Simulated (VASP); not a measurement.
The system is SrB3Pt.

```
CELL_PARAMETERS angstrom
4.54056 0.00000 0.00000
0.00000 4.54056 0.00000
0.00000 0.00000 4.54056
ATOMIC_POSITIONS crystal
Sr 0.00000 0.00000 0.00000
B 0.50000 0.00000 0.00000
B 0.00000 0.50000 0.00000
B 0.00000 0.00000 0.50000
Pt 0.50000 0.50000 0.50000
```

The cell was built by a generator and needn't be a form met in nature.

- Program: VASP 6.6.1
- Task: relaxation of cell and atoms
- Functional: PBE
- Potentials or basis: VASP PAW PBE potentials, release 64 (Sr_sv, B, Pt)
- Cutoff: 600 eV
- k mesh: 5 × 5 × 5
- Occupations: fermi-dirac, width 0.05 eV
- Spin: no spin polarisation
- Hubbard terms: Pt d U = 4 eV

At the start: pressure 1.3 GPa; volume 18.72 Å³/atom.

Where does the relaxation end?

Over 5 steps the energy falls by 9.6 meV/atom and the volume is 20.97 Å³/atom (+12.0 %); space group Pm-3m (No. 221, to 0.05 Å).

The path:
```tsv
step	energy change (eV)	largest force (eV/Å)	pressure (GPa)	volume (Å³)
1	0.0000	0.0000	1.28	93.61
2	-0.0148	0.0000	1.05	95.66
3	-0.0441	0.0000	0.40	101.97
4	-0.0060	0.0000	-1.26	115.42
5	-0.0480	0.0000	0.03	104.83
```

Final structure:
```
Sr B Pt
1.0
     4.71515    0.00000    0.00000
     0.00000    4.71515    0.00000
     0.00000    0.00000    4.71515
Sr B Pt
1 3 1
Direct
  0.00000 0.00000 0.00000
  0.50000 0.00000 0.00000
  0.00000 0.50000 0.00000
  0.00000 0.00000 0.50000
  0.50000 0.50000 0.50000
```

Caveat: U without spin polarisation on a metal has little footing; the U is typed as a test and isn't derived for this compound.
